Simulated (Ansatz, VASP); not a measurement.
# CaSiS3: VASP beside Ansatz

Wanted: the spread between two codes on one cell, functional and k mesh. The cell is generated by rule, not measured, and may not be a known phase. The cell is taken from a series of runs on this material, whose earlier steps may have relaxed, scaled, displaced or heated it; both programs get it as it stands.

Method: plane waves, with VASP 6.6.1 beside it; relaxation of cell and atoms at LDA, in Ansatz 0.2.0.

## (1) The structure

The structure is cubic, space group Pm-3m (No. 221). The conventional cell has a = 4.518 Å, b = 4.518 Å, c = 4.518 Å, α = 90.00°, β = 90.00°, γ = 90.00°. Nearest to Ca lie 12 S at 3.19 Å. Nearest to Si lie 6 S at 2.26 Å. S has 2 Si at 2.26 Å and 4 Ca at 3.19 Å nearest. Farther neighbours and most contacts between anions are not listed.

## (2) Ansatz: relaxation of cell and atoms, LDA, pair 1

Ansatz runs on its PAW soft_1 files.

The relaxed volume is the usual yardstick between codes: in a stiff, nearly cubic crystal its relative difference is about their pressure difference at one cell divided by the bulk modulus.

Input file input.yaml:

```yaml
crystal:
  lattice:
    - [4.5182609479, 0.0, 0.0]
    - [0.0, 4.5182609479, 0.0]
    - [0.0, 0.0, 4.5182609479]
  atoms:
    - { symbol: Ca, position: [0.0, 0.0, 0.0] }
    - { symbol: Si, position: [0.5, 0.5, 0.5] }
    - { symbol: S, position: [0.5, 0.5, 0.0] }
    - { symbol: S, position: [0.5, 0.0, 0.5] }
    - { symbol: S, position: [0.0, 0.5, 0.5] }
kpoints:
  mp_grid: { grid: [8, 8, 8] }
hamiltonian:
  xc: lda
  pseudopotentials: { kind: paw, azcp: { folder: soft_1 }, xc_functional: pbe }
scf:
  occupations: { method: gaussian, width: 0.1 }
output:
  forces: true
  stress: true
  eigenvalues: true
  write_density: true
  write_potential: true
  elf: true
  volumetric_format: npy
relax:
  adjacent_minimum: "off"
  f_tol: 0.005
  max_steps: 80
  cell: { stress_tol: 0.05 }
```

Run with:

```bash
> ansatz run input.yaml --threads 4 --pin off --max-ram 16384MiB --backend cpu --events-out ev --progress --plain --runs-dir out
```

Numbers of over 12 decimals in the logs are rounded to 6 here.

The log of the run:

```text
Engine: ansatz 0.2.0, aarch64-unknown-linux-gnu
Pseudopotentials: kind: paw
Pseudopotential: Ca, paw, valence charge 10, recommended cutoff 420 eV (normal), soft_1/Ca.paw.azcp
Pseudopotential: Si, paw, valence charge 4, recommended cutoff 420 eV (normal), soft_1/Si.paw.azcp
Pseudopotential: S, paw, valence charge 6, recommended cutoff 420 eV (normal), soft_1/S.paw.azcp
Functional definition: SPW92
  exchange = slater_x
  correlation = pw_c
Crystal: 5 atoms, lattice volume = 92.239 Å³
Basis set: ecut = 420 eV, 1839 PW (Γ)
Bands: 21, of which v1, the nominal top of the filled ones, is band 16 counted from 1 (15 counted from 0)
Symmetry: 48 space group operations
Space group: Pm-3m (ITA 221), of the structure as read, at distance tolerance 4.5e-5 Å
k-points: 35 of 512
Non-local potential: Ca, projectors of the file, l = 0: 3, l = 1: 2, l = 2: 2
Non-local potential: Si, projectors of the file, l = 0: 2, l = 1: 2, l = 2: 1
Non-local potential: S, projectors of the file, l = 0: 2, l = 1: 2, l = 2: 1
PAW form: soft (Blöchl's): semilocal exchange-correlation on the pseudo side does not see the compensation charge
PAW frozen core: Ca, regenerated for the run's functional, and the local potential with it (the file was generated under x = pbe(κ = 0.804, μ = 0.219515), c = pbe(β = 0.066725))
PAW frozen core: Si, regenerated for the run's functional, and the local potential with it (the file was generated under x = pbe(κ = 0.804, μ = 0.219515), c = pbe(β = 0.066725))
PAW frozen core: S, regenerated for the run's functional, and the local potential with it (the file was generated under x = pbe(κ = 0.804, μ = 0.219515), c = pbe(β = 0.066725))
PAW one-centre angular grid: Ca, 110 points (default); XC on 64 Gauss nodes
PAW one-centre angular grid: Si, 110 points (default); XC on 64 Gauss nodes
PAW one-centre angular grid: S, 110 points (default); XC on 64 Gauss nodes
Initial density: superposition of atomic densities (chi_scale 0.1, normalization cell, long waves kept (reshape's long-wave potential 0.00 eV rms))
Initial wavefunctions: pseudopotential atomic-orbital guess
Functional: x = slater, c = lda
SCF iter   1: F=—  HF=-4995.321091 eV  |F-HF|=—  |Δ(HF+E_count)|=         —  Δρ=4.09e-2  dr2=3.32e0  ethr=3.10e-3  ⟨swp⟩=8.3  Hψ=4800  notcnv=0
preconditioner: auto → Kerker (q_TF=auto, 2.287 Å⁻¹)  [metal: Δε(μ)=0.029 eV  Ē_g=7.719 eV  σ=0.100 eV  W_gap=0.16  n_scr=18 (ndim 8)  ℏωp=18.9 eV  f_vac=0.000  D(μ)=2.16/eV (n_scr^D=18)]
SCF iter   2: F=—  HF=-4994.518584 eV  |F-HF|=—  |Δ(HF+E_count)|=   8.03e-1  Δρ=1.94e-2  dr2=8.10e-1  ethr=3.10e-3  ⟨swp⟩=3.3  Hψ=1832  notcnv=0  defer=27
SCF iter   3: F=—  HF=-4994.256259 eV  |F-HF|=—  |Δ(HF+E_count)|=   2.62e-1  Δρ=5.93e-3  dr2=9.12e-2  ethr=2.53e-3  ⟨swp⟩=3.7  Hψ=1648  notcnv=0  defer=27
SCF iter   4: F=—  HF=-4994.225905 eV  |F-HF|=—  |Δ(HF+E_count)|=   3.04e-2  Δρ=1.65e-3  dr2=4.19e-3  ethr=2.85e-4  ⟨swp⟩=3.4  Hψ=1529  notcnv=0  defer=25
SCF iter   5: F=—  HF=-4994.224888 eV  |F-HF|=—  |Δ(HF+E_count)|=   1.02e-3  Δρ=3.70e-4  dr2=1.75e-4  ethr=1.31e-5  ⟨swp⟩=2.4  Hψ=1207  notcnv=0  defer=22
SCF iter   6: F=—  HF=-4994.224865 eV  |F-HF|=—  |Δ(HF+E_count)|=   2.22e-5  Δρ=8.35e-5  dr2=1.35e-5  ethr=5.46e-7  ⟨swp⟩=2.4  Hψ=1229  notcnv=0  defer=22
SCF iter   7: F=—  HF=-4994.224859 eV  |F-HF|=—  |Δ(HF+E_count)|=   6.00e-6  Δρ=1.84e-5  dr2=5.94e-7  ethr=4.22e-8  ⟨swp⟩=2.1  Hψ=1059  notcnv=0  defer=21
SCF iter   8: F=-4994.224859 eV  HF=-4994.224859 eV  |F-HF|=6.32e-9  |Δ(HF+E_count)|=   1.84e-7  Δρ=3.12e-6  dr2=1.37e-8  ethr=3.13e-10  ⟨swp⟩=17.5  Hψ=7007  notcnv=0
SCF 1 converged in 8 iterations: F = -4994.224859 eV  dr2 = 1.37e-8
  greatest PAW one-centre occupation: 0.995 electrons in one spin orbital (limit 2), on the Ca atom at site 0 (counted from 0), in its partial waves of l = 0
relax step   1: F+E_penalty+E_count = -4994.22485926 eV  Δ(F+E_penalty+E_count) = +0.000e0 eV  max|allowed force component| = 7.126e-30 eV/Å  Δτ_max = 0.0000 Å  P = +0.140 GPa  Ω = 92.239 Å³  (8 SCF iters, dr2 threshold 1.00e-7 eV, accepted)
[...]
relax step   2: F+E_penalty+E_count = -4994.22489842 eV  Δ(F+E_penalty+E_count) = -3.916e-5 eV  max|allowed force component| = 8.244e-30 eV/Å  Δτ_max = 0.0000 Å  P = +0.040 GPa  Ω = 92.347 Å³  energy of the carried Pulay correction = -2.155e-5 eV  (4 SCF iters, dr2 threshold 4.87e-8 eV, accepted)
[...]
relax step   3: F+E_penalty+E_count = -4994.22493842 eV  Δ(F+E_penalty+E_count) = -4.000e-5 eV  max|allowed force component| = 8.848e-30 eV/Å  Δτ_max = 0.0000 Å  P = +0.040 GPa  Ω = 92.347 Å³  stress off target by 3.97e-2 GPa  SCF on the basis re-selected at this cell (its energy is not comparable with the rows above)  (5 SCF iters)
basis re-selected at this cell: Δ(F+E_penalty+E_count) = -4.000e-5 eV, ΔP = +0.000 GPa vs the last step (what re-selecting the basis moved, of the pressure what is left beyond the Pulay correction that the steps carried, after the strain that the cell walked since its last selection, with what the two solves' SCF thresholds leave and, on support functions, any second-order correction that the steps lacked; it is no m [...]
SCF converged after 5 iterations
Free energy (F): -4994.224938 eV
Harris-Foulkes:  -4994.224938 eV  (|F-HF|=9.09e-12)
Internal energy: -4994.212438 eV  (E = F + TS)
E sigma→0 (E₀):  -4994.218688 eV
Entropy (-TS):   -0.012500 eV (-2.500 meV/atom)
Fermi energy:    7.985645 eV
--- Per-component energies (eV) ---
  E_band       = -98.549832
  E_kinetic    = 620.292544
  E_local      = -980.037840  (includes V_loc(G=0)·N_el)
  E_nonlocal   = 222.076727
  E_hartree    = 302.451711
  E_xc         = -450.666234
  E_vxc        = -459.841157  (∫ρ·V_xc dr)
  E_paw        = -3038.146776  (= ΣΔE_a)
  E_vpaw       = -105.943538  (= ΣTr[D̂ρ^β])
  E_aug_tail   = 0.000031  (compensation charges beyond the density's cutoff)
  E_ewald      = -1671.009692
  E_core_change = 0.827090  (= ΣΔE_core)
  E_smearing   = -0.012500  (= −TS)
  E_closure    = 0.000000  (closes the sum)
  Σ components = -4994.224938   (vs F -4994.224938, Δ=0.00e0)
--- Forces (eV/Å), atoms counted from 1 ---
  atom   1  Ca    -0.00000000    -0.00000000     0.00000000
  atom   2  Si     0.00000000    -0.00000000     0.00000000
  atom   3  S     -0.00000000    -0.00000000     0.00000000
  atom   4  S      0.00000000    -0.00000000    -0.00000000
  atom   5  S      0.00000000    -0.00000000     0.00000000
  max |Σ_I F_I| component: 7.76e-30 eV/Å
--- Stress (GPa, compression-positive) ---
        0.039739       0.000000       0.000000
        0.000000       0.039739       0.000000
        0.000000       0.000000       0.039739
  P = ⅓ Tr σ = 0.0397 GPa (0.397 kbar)
--- Band table (eV; the first three rows and the last of 35) ---
  k-point 0: bands = [... 12 lower, 6.6831, 6.6831, 7.0534, 7.0534, 7.0534, 10.5052, 10.5052, 10.6344, ... 1 higher]
  k-point 1: bands = [... 12 lower, 6.4795, 6.4795, 6.8360, 6.9483, 6.9483, 10.6443, 10.7114, 10.8510, ... 1 higher]
  k-point 2: bands = [... 12 lower, 5.9814, 6.0367, 6.8142, 6.8142, 6.8639, 10.9310, 10.9874, 11.6091, ... 1 higher]
  k-point 34: bands = [... 12 lower, 6.0498, 8.4818, 8.4818, 8.4818, 10.2708, 10.3901, 10.3901, 10.3901, ... 1 higher]
--- Relaxed structure (2 steps of the walk, 2 accepted, 1 SCFs on fresh bases) ---
  F+E_penalty+E_count = -4994.22493842 eV   max|allowed force component| = 8.848e-30 eV/Å   (the final SCF, on the basis selected at the relaxed cell)
  cell:  # Å, volume = 92.3474 Å³
    - [4.520033, 0.0, 0.0]
    - [0.0, 4.520033, 0.0]
    - [0.0, 0.0, 4.520033]
  atoms:
    - { symbol: Ca, position: [0, 0, 0] }
    - { symbol: Si, position: [0.5, 0.5, 0.5] }
    - { symbol: S, position: [0.5, 0.5, 0] }
    - { symbol: S, position: [0.5, 0, 0.5] }
    - { symbol: S, position: [0, 0.5, 0.5] }
```

In the SCF lines HF is the Harris–Foulkes energy and dr2 the Hartree energy of the density residual, in eV; the loop may stop once dr2 is under the threshold and the program's other checks hold. Hψ counts applications of the Hamiltonian.

## (3) VASP: relaxation of cell and atoms, LDA, pair 1

The same cell, functional (in two slightly different forms), mesh and smearing now go to VASP, with its own data sets.

Lines of VASP's logs that name or quote its potential files are left out, and so is its time.

Input file INCAR:

```
SYSTEM = CaSiS3
PREC = Accurate
ENCUT = 500
EDIFF = 1E-07
NELM = 120
ISMEAR = 0
SIGMA = 0.1
LREAL = .FALSE.
ALGO = Normal
GGA = CA
NBANDS = 22
LORBIT = 11
LWAVE = .FALSE.
LCHARG = .FALSE.
ISIF = 3
IBRION = 2
NSW = 80
EDIFFG = -0.005
LASPH = .TRUE.
GGA_COMPAT = .FALSE.
NELMIN = 4
KPAR = 2
```

Input file POSCAR:

```
CaSiS3
1.0
    4.5182610000      0.0000000000      0.0000000000
    0.0000000000      4.5182610000      0.0000000000
    0.0000000000      0.0000000000      4.5182610000
Ca Si S
1 1 3
Direct
    0.0000000000      0.0000000000      0.0000000000
    0.4999998893      0.4999998893      0.4999998893
    0.4999998893      0.4999998893      0.0000000000
    0.4999998893      0.0000000000      0.4999998893
    0.0000000000      0.4999998893      0.4999998893
```

Input file KPOINTS:

```
Automatic mesh
0
Gamma
8 8 8
0 0 0
```

The projector-augmented-wave data sets are Ca_sv, Si and S (LDA family, release 64).

Run with:

```bash
> mpirun -np 2 vasp_std
```

The log of the run:

```text
[banner, memory and clock lines left out]
running    2 mpi-ranks, on    1 nodes
 distrk:  each k-point on    1 cores,    2 groups
 distr:  one band on    1 cores,    1 groups

 POSCAR found type information on POSCAR CaSiS
 POSCAR found :  3 types and       5 ions
 LDA part: xc-table for (Slater(with rela. corr.)+CA(PZ))
 , standard interpolation
 POSCAR, INCAR and KPOINTS ok, starting setup
 FFT: planning ... GRIDC
 FFT: planning ... GRID_SOFT
 FFT: planning ... GRID
 WAVECAR not read
 entering main loop
       N       E                     dE             d eps       ncg     rms          rms(c)
DAV:   1     0.203617390103E+03    0.20362E+03   -0.14347E+04  1540   0.129E+03
DAV:   2    -0.134673251043E+02   -0.21708E+03   -0.20772E+03  2018   0.287E+02
DAV:   3    -0.265619034380E+02   -0.13095E+02   -0.12816E+02  2098   0.650E+01
DAV:   4    -0.270740457631E+02   -0.51214E+00   -0.50976E+00  2548   0.117E+01
DAV:   5    -0.270831919081E+02   -0.91461E-02   -0.91424E-02  2130   0.142E+00    0.131E+01
DAV:   6    -0.266290565330E+02    0.45414E+00   -0.10548E+00  1894   0.435E+00    0.869E+00
DAV:   7    -0.265917912610E+02    0.37265E-01   -0.29816E-01  2206   0.264E+00    0.254E+00
DAV:   8    -0.265850692327E+02    0.67220E-02   -0.43376E-02  1848   0.107E+00    0.265E-01
DAV:   9    -0.265850522527E+02    0.16980E-04   -0.23042E-03  2018   0.299E-01    0.125E-01
DAV:  10    -0.265850883236E+02   -0.36071E-04   -0.21744E-04  2670   0.686E-02    0.393E-02
DAV:  11    -0.265850858850E+02    0.24386E-05   -0.45815E-05  1980   0.396E-02    0.137E-02
DAV:  12    -0.265850849053E+02    0.97967E-06   -0.52215E-06  2134   0.119E-02    0.666E-03
DAV:  13    -0.265850848862E+02    0.19086E-07   -0.18626E-07  1642   0.259E-03
   1 F= -.26585085E+02 E0= -.26578910E+02  d E =-.265851E+02
 curvature:   0.00 expect dE= 0.000E+00 dE for cont linesearch  0.000E+00
 trial: gam= 0.00000 g(F)=  0.000E+00 g(S)=  0.202E-03 ort = 0.000E+00 (trialstep = 0.100E+01)
 search vector abs. value=  0.202E-03
 bond charge predicted
       N       E                     dE             d eps       ncg     rms          rms(c)
DAV:   1    -0.265858790539E+02   -0.79415E-03   -0.20584E-02  1834   0.980E-01    0.193E-01
DAV:   2    -0.265853126337E+02    0.56642E-03   -0.15994E-03  2086   0.250E-01    0.835E-02
DAV:   3    -0.265851363350E+02    0.17630E-03   -0.56460E-04  2148   0.145E-01    0.232E-02
DAV:   4    -0.265851403839E+02   -0.40489E-05   -0.72017E-05  2424   0.309E-02    0.122E-02
DAV:   5    -0.265851425108E+02   -0.21269E-05   -0.57983E-06  2468   0.995E-03    0.853E-03
DAV:   6    -0.265851429440E+02   -0.43326E-06   -0.14355E-06  2502   0.630E-03    0.144E-03
DAV:   7    -0.265851429140E+02    0.30063E-07   -0.18745E-07  1684   0.321E-03
   2 F= -.26585143E+02 E0= -.26578946E+02  d E =-.580277E-04
 trial-energy change:   -0.000058  1 .order   -0.000058   -0.000202    0.000087
 step:   0.7003(harm=  0.7003)  dis= 0.00000  next Energy=   -26.585156 (dE=-0.709E-04)
 bond charge predicted
       N       E                     dE             d eps       ncg     rms          rms(c)
DAV:   1    -0.265852217085E+02   -0.78765E-04   -0.18456E-03  1816   0.293E-01    0.579E-02
DAV:   2    -0.265851708212E+02    0.50887E-04   -0.14423E-04  2038   0.751E-02    0.251E-02
DAV:   3    -0.265851550091E+02    0.15812E-04   -0.50924E-05  2140   0.435E-02    0.707E-03
DAV:   4    -0.265851553692E+02   -0.36013E-06   -0.62753E-06  2390   0.925E-03    0.366E-03
DAV:   5    -0.265851555592E+02   -0.18998E-06   -0.55827E-07  2328   0.301E-03    0.254E-03
DAV:   6    -0.265851555932E+02   -0.33978E-07   -0.12356E-07  1612   0.187E-03
   3 F= -.26585156E+02 E0= -.26578965E+02  d E =-.707070E-04
 curvature:  -0.35 expect dE=-0.153E-07 dE for cont linesearch -0.153E-07
 trial: gam= 0.00000 g(F)=  0.135E-46 g(S)=  0.436E-07 ort =-0.297E-05 (trialstep = 0.940E+00)
 search vector abs. value=  0.437E-07
 reached required accuracy - stopping structural energy minimisation
```

Parts of OUTCAR (step 3):

```text
ion  position               nearest neighbor table
   1  0.000  0.000  0.000-
   2  0.500  0.500  0.500-   3 2.26   4 2.26   5 2.26   5 2.26   4 2.26   3 2.26
   3  0.500  0.500  0.000-   2 2.26   2 2.26
   4  0.500  0.000  0.500-   2 2.26   2 2.26
   5  0.000  0.500  0.500-   2 2.26   2 2.26

  LATTYP: Found a simple cubic cell.
 ALAT       =     4.5182610000

 Subroutine GETGRP returns: Found 48 space group operations
 (whereof 48 operations were pure point group operations)

The static configuration has the point symmetry O_h .

 Found     35 irreducible k-points:

   k-points           NKPTS =     35   k-points in BZ     NKDIM =     35   number of bands    NBANDS=     22

   dimension x,y,z NGX =    36 NGY =   36 NGZ =   36
   dimension x,y,z NGXF=    72 NGYF=   72 NGZF=   72

   ENCUT  =  500.0 eV  36.75 Ry    6.06 a.u.   8.24  8.24  8.24*2*pi/ulx,y,z

   NELECT =      32.0000    total number of electrons

 k-points in reciprocal lattice and weights: Automatic mesh
   0.00000000  0.00000000  0.00000000       0.002
   0.12500000  0.00000000  0.00000000       0.012
   0.25000000  0.00000000  0.00000000       0.012
   0.37500000  0.00000000  0.00000000       0.012
   0.50000000  0.00000000  0.00000000       0.006
   0.12500000  0.12500000  0.00000000       0.023
   0.25000000  0.12500000  0.00000000       0.047
   0.37500000  0.12500000  0.00000000       0.047
   0.50000000  0.12500000  0.00000000       0.023
[...]
0.50000000  0.50000000  0.37500000       0.012
   0.50000000  0.50000000  0.50000000       0.002

 average (electrostatic) potential at core
       1 -43.7277       2 -86.3237       3 -85.7886       4 -85.7886       5 -85.7886

 E-fermi :   5.8173

 k-point     1 :       0.0000    0.0000    0.0000
  band No.  band energies     occupation
    ...
     13       4.5146      2.00000
     14       4.5146      2.00000
     15       4.8890      2.00000
     16       4.8890      2.00000
     17       4.8890      2.00000
     18       8.3402      0.00000
     19       8.3402      0.00000
     20       8.4750      0.00000
     21       8.4750      0.00000
     22       8.4750      0.00000

 k-point     2 :       0.1250    0.0000    0.0000
  band No.  band energies     occupation
    ...
     13       4.3109      2.00000
     14       4.3109      2.00000
     15       4.6723      2.00000
     16       4.7833      2.00000
     17       4.7833      2.00000
     18       8.4798      0.00000
     19       8.5521      0.00000
     20       8.6866      0.00000
     21       8.8408      0.00000
     22       8.8408      0.00000

 k-point     3 :       0.2500    0.0000    0.0000
  band No.  band energies     occupation
    ...
     13       3.8131      2.00000
     14       3.8669      2.00000
     15       4.6478      2.00000
     16       4.6478      2.00000
     17       4.7034      2.00000
     18       8.7716      0.00000
     19       8.8241      0.00000
     20       9.4455      0.00000
     21       9.6533      0.00000
     22       9.6533      0.00000

  Total       -0.0012276     -0.0012276     -0.0012276      0.0000000     -0.0000000      0.0000000
  in kB       -0.0212876     -0.0212876     -0.0212876      0.0000000     -0.0000000      0.0000000
  external PRESSURE =      -0.0212876 kB  Pullay stress =       0.0000000 kB

  energy-cutoff  :      500.00
  volume of cell :       92.40
      direct lattice vectors                 reciprocal lattice vectors
     4.520814219  0.000000000  0.000000000     0.221199092 -0.000000000  0.000000000
     0.000000000  4.520814219  0.000000000    -0.000000000  0.221199092  0.000000000
    -0.000000000 -0.000000000  4.520814219    -0.000000000 -0.000000000  0.221199092

 POSITION                                       TOTAL-FORCE (eV/Angst)
 -----------------------------------------------------------------------------------
      0.00000      0.00000      0.00000         0.000000      0.000000      0.000000
      2.26041      2.26041      2.26041         0.000000      0.000000      0.000000
      2.26041      2.26041      0.00000         0.000000      0.000000      0.000000
      2.26041      0.00000      2.26041        -0.000000     -0.000000      0.000000
     -0.00000      2.26041      2.26041        -0.000000     -0.000000      0.000000
 -----------------------------------------------------------------------------------
    total drift:                                0.000568      0.000568      0.000568

  FREE ENERGIE OF THE ION-ELECTRON SYSTEM (eV)
  ---------------------------------------------------
  free  energy   TOTEN  =       -26.5851555932 eV

  energy  without entropy=      -26.5727745351  energy(sigma->0) =      -26.57896506

 reached required accuracy - stopping structural energy minimisation

 total charge
# of ion       s       p       d       tot
------------------------------------------
    1        2.015   5.823   0.201   8.039
    2        0.752   0.750   0.000   1.502
    3        1.342   2.414   0.000   3.756
    4        1.342   2.414   0.000   3.756
    5        1.342   2.414   0.000   3.756
--------------------------------------------------
tot          6.793  13.814   0.201  20.808

[... 3 further parts left out ...]
```

CONTCAR:

```
CaSiS3
   1.00000000000000
     4.5208142191710721    0.0000000000000000    0.0000000000000000
     0.0000000000000000    4.5208142191710721    0.0000000000000000
    -0.0000000000000000   -0.0000000000000000    4.5208142191710721
  Ca              Si              S
     1     1     3
Direct
     0.0000000000000000    0.0000000000000000    0.0000000000000000
     0.4999998892999997    0.4999998892999997    0.4999998892999997
     0.4999998892999997    0.4999998892999997    0.0000000000000000
     0.4999998892999997    0.0000000000000000    0.4999998892999997
     0.0000000000000000    0.4999998892999997    0.4999998892999997
```

## (4) Comparison

Known differences besides the potentials themselves: the two LDA forms differ slightly; the cutoff is 420 eV in Ansatz and 500 eV in VASP; VASP's log shows a relativistic correction to its local exchange, Ansatz's none; Ansatz adds a Pulay correction to the stress that steers its cell, VASP none. Total energies have different zeros and are not compared.

Compared:

```
                                         quantity  Ansatz   VASP  difference
                                      volume (Å³)   92.35  92.40     -0.05 %
edge a after relaxation, in the typed setting (Å)   4.520  4.521     -0.02 %
```

(Part 1 of 2 ends here.)

[Lines on the potential files, build, host, timing and source positions are cut from VASP's logs without a mark.]

[Logs are printed without paths, hosts, clocks, repeated set-up lines and the standing remarks that a program may print on its own settings, such as how far it seeks lower states.]

[Hosts, paths, dates, database ids (printed as entryN), source tags and the programs' standing remarks are cut or masked in the printed files.]
